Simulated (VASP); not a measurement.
Input for VASP

**POSCAR**
```
MgTe
1
   -0.0000000000     2.8401325680     2.8401325680
    2.8401325680     0.0000000000     2.8401325680
    2.8401325680     2.8401325680    -0.0000000000
Mg Te
1 1
Direct
  1.0000000000   0.0000000000   1.0000000000
  0.2500000000   0.2500000000   0.2500000000
```

KPOINTS:
```
Automatic mesh
0
Gamma
8 8 8
0 0 0
```

INCAR:
```
# general
SYSTEM  = MgTe
PREC    = Accurate
ENCUT   = 500
LREAL   = .FALSE.
LASPH   = .TRUE.

# electronic loop
EDIFF   = 1E-6
NELM    = 100
ALGO    = Normal
LMAXMIX = 4

# smearing
ISMEAR  = 0
SIGMA   = 0.05

# functional
GGA     = PS

# ions
IBRION  = 2
NSW     = 40
ISIF    = 3
EDIFFG  = -0.02
PSTRESS = 300

# output
LWAVE   = .FALSE.
LCHARG  = .FALSE.
```

POTCAR, in this order: Mg Te (PBE.64 set). Program: vasp_std.

Task: Write an equivalent input for Ansatz.

Result: One equivalent input (not run):
Ansatz 0.2 input:
```yaml
crystal:
  lattice:
    - [0.0000000, 2.8401326, 2.8401326]
    - [2.8401326, 0.0000000, 2.8401326]
    - [2.8401326, 2.8401326, 0.0000000]
  atoms:
    - { symbol: Mg, position: [1.0000000, 0.0000000, 1.0000000] }
    - { symbol: Te, position: [0.2500000, 0.2500000, 0.2500000] }
kpoints:
  mp_grid: { grid: [8, 8, 8] }
hamiltonian:
  xc: pbesol
  pseudopotentials: { kind: paw }
scf:
  occupations: { method: gaussian, width: 0.05 }
  max_iter: 100
relax:
  max_steps: 40
  f_tol: 0.02
  cell: { p_target: 30 }
output: { forces: true, stress: true, eigenvalues: true }
```
The two are equivalent in intent, not identical: each code has its own PAW files, so the cut-off isn't converted (ENCUT is set for VASP's; basis.ecutwfc is left out, and Ansatz then takes the one that its files recommend); Ansatz stops its SCF on the density residual and VASP on the energy change (EDIFF).

The compound is MgTe in the zinc blende structure, whereas wurtzite is the usual form. It was relaxed first under an external pressure of 30 GPa.
